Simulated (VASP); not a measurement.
All values below come from PBE GGA + U (Dudarev), VASP's PBE PAW potentials (set 64) (plane waves; VASP 6.6.1).

The input files of a VASP run:

File POSCAR:
```
MoSi2
1.0
 -1.6050000000   1.6050000000   3.9250000000
  1.6050000000  -1.6050000000   3.9250000000
  1.6050000000   1.6050000000  -3.9250000000
Si Mo
2 1
Cart
 -0.0000000000   0.0000000000   5.2202500000
  0.0000000000  -0.0000000000   2.6297500000
  0.0000000000   0.0000000000   0.0000000000
```

INCAR:
```
# general
SYSTEM    = MoSi2
PREC      = Accurate
ENCUT     = 400
LREAL     = F   # projection in real space or not
LASPH     = T

# electronic loop
EDIFF     = 1E-6   # SCF stop (eV)
NELM      = 100
ALGO      = Normal   # blocked Davidson
LMAXMIX   = 2   # l cut-off of mixed one-centre charges

# smearing
ISMEAR    = 1   # Methfessel-Paxton
SIGMA     = 0.1   # width (eV)

# functional
GGA       = PE

# DFT+U
LDAU      = T
LDAUTYPE  = 2
LDAUL     = -1 2
LDAUU     = 0 5.0
LDAUJ     = 0 0
LDAUPRINT = 1

# ions
ISIF      = 2   # forces and stress, cell fixed

# output
LWAVE     = F
LCHARG    = F
LORBIT    = 10
```

**KPOINTS**
```
Automatic mesh
0
Gamma
12 12 12
0 0 0
```

POTCAR, in this order: Si Mo_sv (PBE.64 set). Program: vasp_std.

**Question.** What will the output report for the number of irreducible k-points (NKPTS), number of bands (NBANDS), largest plane-wave count, number of space-group operations, FFT grid (NGX, NGY, NGZ)?

**Answer.** 
```yaml
number of irreducible k-points (NKPTS): 163
number of bands (NBANDS): 15
largest_plane_wave_count: 761
number_of_space_group_operations: 16
FFT grid (NGX, NGY, NGZ): 30 × 30 × 30
```

The compound is MoSi2 in the MoSi2 type structure. The cell was not relaxed at this level. The run is one of a series of settings (LDAU = .TRUE., LDAUJ = 0 0, LDAUL = -1 2, LDAUTYPE = 2, LDAUU = 0 5.0, LMAXMIX = 2 against the base run), some of them coarse on purpose.
